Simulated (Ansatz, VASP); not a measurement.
# One calculation of NbTe, two programs

```
Nb Te
1.0
     3.42570    0.00000    0.00000
     0.00000    3.42570    0.00000
     0.00000    0.00000    3.42570
Nb Te
1 1
Direct
  0.50000 0.50000 0.50000
  0.00000 0.00000 0.00000
```

The cell was built by a generator and needn't be a form met in nature.

Alike in both runs: task single point; functional PBE; k mesh 8 × 8 × 8; occupations fermi-dirac, width 0.05 eV; no spin polarisation.

|  | VASP | Ansatz |
| --- | --- | --- |
| version | VASP 6.6.1 | Ansatz 0.2.0 |
| potentials or method | VASP PAW PBE potentials, release 64 (Nb_sv, Te) | Ansatz PAW earlier set |
| plane-wave cutoff (eV) | 520 | 770 |
| valence electrons in the cell | 19 | 29 |

VASP gave:

- gap on the k mesh at the Fermi level (eV): none
- pressure (GPa): -0.2

Problem. What did Ansatz give for the same quantities?

Solution. gap on the k mesh at the Fermi level (eV): none; pressure (GPa): 0.0.

A gap of «none» marks a metal or a gap that the smearing closes. The two sets of potentials don't hold the same shells in valence.

Spin-orbit coupling is left out, which matters for the levels of Te.
